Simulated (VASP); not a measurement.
Method: vdW-DF-cx, VASP's PBE PAW potentials (set 64) (plane waves; VASP).

A VASP calculation is set up with these files.

### KPOINTS
```
k-points along high-symmetry lines
15
Line-mode
Reciprocal
  0.000000   0.000000   0.000000 ! GAMMA
  0.500000   0.000000   0.500000 ! X

  0.500000   0.000000   0.500000 ! X
  0.625000   0.250000   0.625000 ! U

  0.375000   0.375000   0.750000 ! K
  0.000000   0.000000   0.000000 ! GAMMA

  0.000000   0.000000   0.000000 ! GAMMA
  0.500000   0.500000   0.500000 ! L

  0.500000   0.500000   0.500000 ! L
  0.500000   0.250000   0.750000 ! W

  0.500000   0.250000   0.750000 ! W
  0.500000   0.000000   0.500000 ! X
```

INCAR:
```
SYSTEM = SnTe
PREC = Accurate
ENCUT = 520
EDIFF = 1E-7
NELM = 100
ALGO = Normal
LREAL = .FALSE.
LASPH = .TRUE.
ISMEAR = 0
SIGMA = 0.05
GGA = CX
LUSE_VDW = .TRUE.
AGGAC = 0.0
LMAXMIX = 4
LWAVE = .FALSE.
LCHARG = .FALSE.
LORBIT = 11
ICHARG = 11
```

File POSCAR:
```
SnTe
1
   -0.0000000000     3.1559872031     3.1559872031
    3.1559872031     0.0000000000     3.1559872031
    3.1559872031     3.1559872031     0.0000000000
Sn Te
1 1
Direct
  0.0000000000   0.0000000000   0.0000000000
  0.5000000000   0.5000000000   0.5000000000
```

POTCAR, in this order: Sn_d Te (PBE.64 set). Program: vasp_std. Read from the step before: CHGCAR.

Output

File OSZICAR:
```
       N       E                     dE             d eps       ncg     rms          rms(c)
DAV:   1     0.128188127074E+03    0.12819E+03   -0.97590E+03  2526   0.163E+03
DAV:   2     0.739070088082E+01   -0.12080E+03   -0.11846E+03  2640   0.362E+02
DAV:   3    -0.272413468767E+01   -0.10115E+02   -0.98857E+01  3318   0.973E+01
DAV:   4    -0.298179069868E+01   -0.25766E+00   -0.25746E+00  3006   0.169E+01
DAV:   5    -0.299253914298E+01   -0.10748E-01   -0.10748E-01  3642   0.325E+00
DAV:   6    -0.299287366188E+01   -0.33452E-03   -0.33452E-03  3274   0.453E-01
DAV:   7    -0.299287753433E+01   -0.38725E-05   -0.38713E-05  3740   0.544E-02
DAV:   8    -0.299287759221E+01   -0.57882E-07   -0.59157E-07  3172   0.634E-03
   1 F= -.29928776E+01 E0= -.29924693E+01  d E =-.816594E-03
```

**OUTCAR**
```
 val. band max:        6.7665630780   @ k =   0.5000   0.5000   0.5000

 cond. band min:       6.8456334425   @ k =   0.5000   0.5000   0.5000



 k-point     1 :       0.0000    0.0000    0.0000
  band No.  band energies     occupation
      1     -15.0424      2.00000
      2     -15.0424      2.00000
      3     -15.0357      2.00000
      4     -15.0357      2.00000
      5     -15.0357      2.00000
      6      -5.9960      2.00000
      7       2.0190      2.00000
      8       4.6585      2.00000
      9       4.6585      2.00000
     10       4.6585      2.00000
     11      10.0772      0.00000
     12      10.0772      0.00000
     13      10.0772      0.00000
     14      11.5529      0.00000

 k-point     2 :       0.0357    0.0000    0.0357
  band No.  band energies     occupation
      1     -15.0426      2.00000
      2     -15.0424      2.00000
      3     -15.0358      2.00000
      4     -15.0356      2.00000
      5     -15.0356      2.00000
      6      -5.9816      2.00000
      7       1.9312      2.00000
      8       4.6313      2.00000
      9       4.6313      2.00000
     10       4.7827      2.00000
     11       9.8211      0.00000
     12      10.0783      0.00000
     13      10.0783      0.00000
     14      11.4543      0.00000

 k-point     3 :       0.0714    0.0000    0.0714
  band No.  band energies     occupation
      1     -15.0431      2.00000
      2     -15.0422      2.00000
      3     -15.0359      2.00000
      4     -15.0353      2.00000
      5     -15.0353      2.00000
      6      -5.9386      2.00000
      7       1.7096      2.00000
      8       4.5525      2.00000
      9       4.5525      2.00000
     10       5.1084      2.00000
     11       9.2169      0.00000
     12      10.0895      0.00000
     13      10.0895      0.00000
     14      11.2144      0.00000

 k-point     4 :       0.1071    0.0000    0.1071
  band No.  band energies     occupation
      1     -15.0440      2.00000
...
```

The density is held fixed in this step, so its total energy and stress have no physical meaning. Unless said otherwise, spin-orbit coupling is left out, though it shifts the bands of the heavy elements here.

The compound is SnTe in the rock salt structure, which distorts at low temperature. It was relaxed first.
